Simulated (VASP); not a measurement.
# BeGe (P-6m2) in VASP: reference runs, part 2 of 2

VASP 6.6.1.

## 6. Equation of state, PBE, 16.47 Å³/atom (volume scaled by 0.98)

The input, INCAR:

```
PREC = Accurate
ENCUT = 520
EDIFF = 1E-7
ISMEAR = -1
SIGMA = 0.05
LREAL = False
LASPH = True
NELM = 80
ALGO = Normal
ISIF = 2
LWAVE = False
LCHARG = False
GGA = PE
NBANDS = 15
```

The input, KPOINTS:

```
Automatic mesh
0
Gamma
  8 8 10
```

The input, POSCAR:

```
BeGe
1.0
    3.8693747827      0.0000000000      0.0000000000
   -1.9346873913      3.3509775728      0.0000000000
    0.0000000000      0.0000000000      2.5403549190
Be Ge
1 1
Direct
    0.6666700000      0.3333300000      0.0000000000
    0.0000000000      0.0000000000      0.0000000000
```

Potentials or basis: VASP PAW PBE potentials, release 64 (Be, Ge_d).

The run is started by

```
cat potpaw_PBE.64/Be/POTCAR potpaw_PBE.64/Ge_d/POTCAR > POTCAR
mpirun -np 1 vasp_std > vasp.out
```

OUTCAR:

```text
PREC = Accurate
   ENCUT = 520
   EDIFF = 1E-7
   ISMEAR = -1
   LREAL = False
   LASPH = True
   NELM = 80
   ISIF = 2
   GGA = PE

 Found    126 irreducible k-points:

 Following reciprocal coordinates:
            Coordinates               Weight
  0.000000  0.000000  0.000000      1.000000
  0.125000 -0.000000  0.000000      4.000000
 -0.125000  0.125000  0.000000      2.000000
  0.250000 -0.000000  0.000000      4.000000
 -0.250000  0.250000  0.000000      2.000000
[... 185 lines left out ...]
------------------------ aborting loop because EDIFF is reached ----------------------------------------

  FORCE on cell =-STRESS in cart. coord.  units (eV):
  Direction    XX          YY          ZZ          XY          YZ          ZX
  --------------------------------------------------------------------------------------
  -------------------------------------------------------------------------------------
  Total        0.9766867      0.9764748      0.5229571     -0.0001839      0.0000000      0.0000000
  in kB       47.5071690     47.4968616     25.4372373     -0.0089441      0.0000000      0.0000000
  external PRESSURE =      40.1470893 kB  Pullay stress =       0.0000000 kB

 VOLUME and BASIS-vectors are now :
 -----------------------------------------------------------------------------
  energy-cutoff  :      520.00
  volume of cell :       32.94
      direct lattice vectors                 reciprocal lattice vectors
     3.869374783  0.000000000  0.000000000     0.258439685  0.149210190  0.000000000
    -1.934687391  3.350977573  0.000000000     0.000000000  0.298420380  0.000000000
     0.000000000  0.000000000  2.540354919     0.000000000  0.000000000  0.393645783

 POSITION                                       TOTAL-FORCE (eV/Angst)
 -----------------------------------------------------------------------------------
      1.93471      1.11698      0.00000        -0.000139      0.000080      0.000000
      0.00000      0.00000      0.00000         0.000139     -0.000080      0.000000
 -----------------------------------------------------------------------------------
    total drift:                               -0.000002     -0.000010      0.000000

  FREE ENERGIE OF THE ION-ELECTRON SYSTEM (eV)
  ---------------------------------------------------
  free  energy   TOTEN  =        -7.1259641128 eV

  energy  without entropy=       -7.1188499320  energy(sigma->0) =       -7.12240702
```

OSZICAR:

```text
N       E                     dE             d eps       ncg     rms          rms(c)
DAV:   1     0.790235655738E+02    0.79024E+02   -0.77701E+03  4026   0.240E+03
DAV:   2     0.226290258774E+01   -0.76761E+02   -0.72273E+02  4074   0.444E+02
DAV:   3    -0.702125084209E+01   -0.92842E+01   -0.92308E+01  4907   0.861E+01
DAV:   4    -0.722913031963E+01   -0.20788E+00   -0.20786E+00  4305   0.145E+01
DAV:   5    -0.723210761201E+01   -0.29773E-02   -0.29773E-02  4851   0.201E+00    0.243E+00
DAV:   6    -0.714963623775E+01    0.82471E-01   -0.39552E-02  4880   0.296E+00    0.141E+00
DAV:   7    -0.712642503324E+01    0.23211E-01   -0.28415E-02  4886   0.153E+00    0.305E-01
DAV:   8    -0.712577956185E+01    0.64547E-03   -0.33997E-03  4662   0.692E-01    0.542E-02
DAV:   9    -0.712593771569E+01   -0.15815E-03   -0.30201E-04  4277   0.213E-01    0.300E-02
DAV:  10    -0.712595946438E+01   -0.21749E-04   -0.20909E-05  4410   0.446E-02    0.835E-03
DAV:  11    -0.712596415977E+01   -0.46954E-05   -0.10935E-05  4242   0.499E-02    0.269E-03
DAV:  12    -0.712596411276E+01    0.47005E-07   -0.22626E-07  4423   0.846E-03
   1 F= -.71259641E+01 E0= -.71224070E+01  d E =-.711418E-02
```

It took 40 s on 1 thread of Intel Xeon Platinum 8488C (Sapphire Rapids), shared host; peak memory 0.19 GiB.

What came out:

```yaml
Free_energy: -7.1260 eV
Pressure: 4.0 GPa
Band_gap_on_the_k_mesh: none (metal or under the smearing width)
```

## 7. Equation of state, PBE, 17.14 Å³/atom (volume scaled by 1.02)

The input, INCAR:

```
ALGO = Normal
EDIFF = 1E-7
ENCUT = 520
GGA = PE
ISIF = 2
ISMEAR = -1
LASPH = True
LCHARG = False
LREAL = False
LWAVE = False
NBANDS = 15
NELM = 100
PREC = Accurate
SIGMA = 0.05
```

The input, KPOINTS:

```
k-points
0
Gamma
  8 8 10
```

The input, POSCAR:

```
BeGe
1.0
    3.9213188975      0.0000000000      0.0000000000
   -1.9606594488      3.3959625054      0.0000000000
    0.0000000000      0.0000000000      2.5744577122
Be Ge
1 1
Direct
    0.6666700000      0.3333300000      0.0000000000
    0.0000000000      0.0000000000      0.0000000000
```

The run is started by

```
cat potpaw_PBE.64/Be/POTCAR potpaw_PBE.64/Ge_d/POTCAR > POTCAR
mpirun -np 1 vasp_std > vasp.out
```

It took 40 s on 1 thread of Intel Xeon Platinum 8488C (Sapphire Rapids), shared host; peak memory 0.18 GiB.

Results (log left out):

```
Free energy            : -7.1479 eV
Pressure               : 1.1 GPa
Band gap on the k mesh : none (metal or under the smearing width)
```

## 8. Equation of state, PBE, 17.48 Å³/atom (volume scaled by 1.04)

The input, INCAR:

```
SYSTEM = BeGe
ALGO = Normal ; EDIFF = 1E-7
ENCUT = 520 ; GGA = PE
ISIF = 2 ; ISMEAR = -1
LASPH = .True. ; LCHARG = .False.
LREAL = .False. ; LWAVE = .False.
NBANDS = 15 ; NELM = 60
PREC = Accurate ; SIGMA = 0.05
```

The input, KPOINTS:

```
k-points
0
Gamma
  8 8 10
  0 0 0
```

The input, POSCAR:

```
BeGe
1.0
    3.9467827208      0.0000000000      0.0000000000
   -1.9733913604      3.4180148279      0.0000000000
    0.0000000000      0.0000000000      2.5911754385
Be Ge
1 1
Direct
    0.6666700000      0.3333300000      0.0000000000
    0.0000000000      0.0000000000      0.0000000000
```

The run is started by

```
cat potpaw_PBE.64/Be/POTCAR potpaw_PBE.64/Ge_d/POTCAR > POTCAR
mpirun -np 1 vasp_std > vasp.out
```

It took 39 s on 1 thread of Intel Xeon Platinum 8488C (Sapphire Rapids), shared host; peak memory 0.19 GiB.

The run converged. Its results:

```yaml
Free_energy: -7.1503 eV
Pressure: -0.1 GPa
Band_gap_on_the_k_mesh: none (metal or under the smearing width)
```

## 9. Equation of state, PBE, 17.81 Å³/atom (volume scaled by 1.06)

The input, INCAR:

```
PREC = Accurate
ENCUT = 520
EDIFF = 1E-7
ISMEAR = -1
SIGMA = 0.05
LREAL = False
LASPH = True
NELM = 60
ALGO = Normal
ISIF = 2
LWAVE = False
LCHARG = False
GGA = PE
NBANDS = 15
```

The input, KPOINTS:

```
regular mesh
0
Gamma
  8 8 10
```

The input, POSCAR:

```
BeGe
1.0
    3.9719221420      0.0000000000      0.0000000000
   -1.9859610710      3.4397862100      0.0000000000
    0.0000000000      0.0000000000      2.6076801856
Be Ge
1 1
Direct
    0.6666700000      0.3333300000      0.0000000000
    0.0000000000      0.0000000000      0.0000000000
```

Potentials or basis: VASP PAW PBE potentials, release 64 (Be, Ge_d).

The run is started by

```
cat potpaw_PBE.64/Be/POTCAR potpaw_PBE.64/Ge_d/POTCAR > POTCAR
mpirun -np 1 vasp_std > vasp.out
```

Wall time 39 s (1 thread of Intel Xeon Platinum 8488C (Sapphire Rapids), shared host); peak memory 0.2 GiB.

The run converged. Its results:

```
Free energy            : -7.1476 eV
Pressure               : -1.3 GPa
Band gap on the k mesh : none (metal or under the smearing width)
```

## 10. Equation of state, PBE

No new run: the results of the series are fitted here.

Results:

```yaml
Equilibrium_volume: 17.46 Å³/atom
Bulk_modulus_at_fixed_shape_and_positions: 63 GPa
Pressure_derivative_of_the_bulk_modulus: 3.7
```

Energy against volume, from the lowest point:
```tsv
volume (Å³/atom)	energy (meV/atom)
15.797	36.45
16.133	22.49
16.469	12.17
16.805	5.17
17.142	1.20
17.478	0.00
17.814	1.33
```

Caveat: the cell was scaled at fixed shape and fractional positions, which overstates the stiffness of a crystal with free parameters, most of all of layers and chains.

## 11. Overview

| task | cell | gap on the mesh (eV) | pressure (GPa) |
| --- | --- | --- | --- |
| single point | as given | none | 2.5 |
| single point | atoms moved at random, drawn with an rms of 0.05 Å | none | 2.6 |
| equation of state | as given | - | - |

Alike in all rows: level PBE; potentials or basis VASP PAW PBE potentials, release 64 (Be, Ge_d); no spin polarisation; k mesh 8 × 8 × 10; cutoff (eV) 520; smearing fermi-dirac 0.05 eV.

Caveats: the cell was scaled at fixed shape and fractional positions, which overstates the stiffness of a crystal with free parameters, most of all of layers and chains (some runs).

Absolute energies hang on the potentials; compare differences alone.
